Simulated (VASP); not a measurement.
```xyz
12
Lattice="6.0111 0.0000 0.0000 0.0000 6.0111 0.0000 0.0000 0.0000 6.0111" Properties=species:S:1:pos:R:3 pbc="T T T"
Ta     0.0000     0.0000     0.0000
Ta     3.0056     3.0056     0.0000
Ta     0.0000     3.0056     3.0056
Ta     3.0056     0.0000     3.0056
S      2.1320     2.1320     2.1320
S      5.1376     0.8735     3.8791
S      3.8791     5.1376     0.8735
S      0.8735     3.8791     5.1376
S      3.8791     3.8791     3.8791
S      0.8735     5.1376     2.1320
S      2.1320     0.8735     5.1376
S      5.1376     2.1320     0.8735
```

Computed with PBEsol GGA, VASP's PBE PAW potentials (set 64) (plane waves; VASP 6.6.1). Settings: 400 eV cut-off, Gaussian smearing of 0.050 eV, potentials Ta_pv S.

Give the energies of bands 41 to 54 at the high-symmetry points, in eV from the Fermi level.

| band | Γ | X | M | R | X1 |
|---|---|---|---|---|---|
| 41 | -1.92 | -1.72 | -1.73 | -2.32 | -1.72 |
| 42 | -0.64 | -1.72 | -1.73 | -2.32 | -1.72 |
| 43 | -0.64 | -0.88 | -1.73 | -2.32 | -0.88 |
| 44 | -0.64 | -0.88 | -1.73 | -2.32 | -0.88 |
| 45 | -0.21 | 0.31 | 0.17 | -0.81 | 0.31 |
| 46 | -0.21 | 0.31 | 0.17 | -0.81 | 0.31 |
| 47 | -0.21 | 0.36 | 0.17 | -0.81 | 0.36 |
| 48 | 0.08 | 0.36 | 0.17 | -0.81 | 0.36 |
| 49 | 0.08 | 0.62 | 0.61 | 0.13 | 0.62 |
| 50 | 0.48 | 0.62 | 0.61 | 0.13 | 0.62 |
| 51 | 0.48 | 0.88 | 0.61 | 0.13 | 0.88 |
| 52 | 0.48 | 0.88 | 0.61 | 0.13 | 0.88 |
| 53 | 0.86 | 1.47 | 1.87 | 2.78 | 1.47 |
| 54 | 1.83 | 1.47 | 1.87 | 2.78 | 1.47 |

It has no gap at this level: it comes out as a metal or semimetal.

The structure was generated: TaS2 was put into the pyrite type (Pa-3), which need not be its known phase. It was relaxed first, which changed the volume by +5 %.
